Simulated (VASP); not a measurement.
Here is a VASP 6.6.1 calculation.

INCAR

```
SYSTEM = PtSe2
ALGO = Normal
EDIFF = 1E-6
ENCUT = 520
ISIF = 2
ISMEAR = 0
KPAR = 2
LASPH = .TRUE.
LCHARG = .FALSE.
LMAXMIX = 4
LMIXTAU = .TRUE.
LREAL = .FALSE.
LWAVE = .FALSE.
METAGGA = R2SCAN
NBANDS = 18
NELM = 80
PREC = Accurate
SIGMA = 0.03
```

File KPOINTS:

```
k-points
0
G
  9 9 5
  0 0 0
```

The input POSCAR:

```
PtSe2                                   
1.0
    3.7683257513      0.0000000000      0.0000000000
   -1.8841628756      3.2634658303      0.0000000000
   -0.0000000000     -0.0000000000      4.8198134677
  Pt              Se            
     1     2
Direct
     0.0000000000000000    0.0000000000000000    0.0000000000000000
     0.3333333332999970    0.6666666667000030    0.2665143349454959
     0.6666666667000030    0.3333333332999970    0.7334856650545041
```

The input KPOINTS_OPT:

```
explicit points
213
Reciprocal
 0.0000000000  0.0000000000  0.0000000000 1
 0.0357142857  0.0000000000  0.0000000000 1
 0.0714285714  0.0000000000  0.0000000000 1
 0.1071428571  0.0000000000  0.0000000000 1
 0.1428571429  0.0000000000  0.0000000000 1
 0.1785714286  0.0000000000  0.0000000000 1
[... 205 lines left out ...]
 0.5000000000  0.0000000000  0.0281974800 1
 0.5000000000  0.0000000000 -0.0281974800 1
```

Potentials or basis: VASP PAW PBE potentials, release 64 (Pt, Se).

Command:

```console
$ cat potpaw_PBE.64/Pt/POTCAR potpaw_PBE.64/Se/POTCAR > POTCAR
$ mpirun -np 2 vasp_std > vasp.out
```

Question: What does it give for the band gap along the path?

Answer: None (metal or under the smearing width).

Question: Estimate the largest force.

Answer: 0.258 eV/Å.

Stress tensor (GPa, compression positive):
```
1.12 0.00 0.00
0.00 1.12 0.00
0.00 0.00 2.97
```

Caveat: the PAW data sets were made with another functional, which shifts forces and pressure a little; spin-orbit coupling is left out, which moves the levels of the heavy elements.
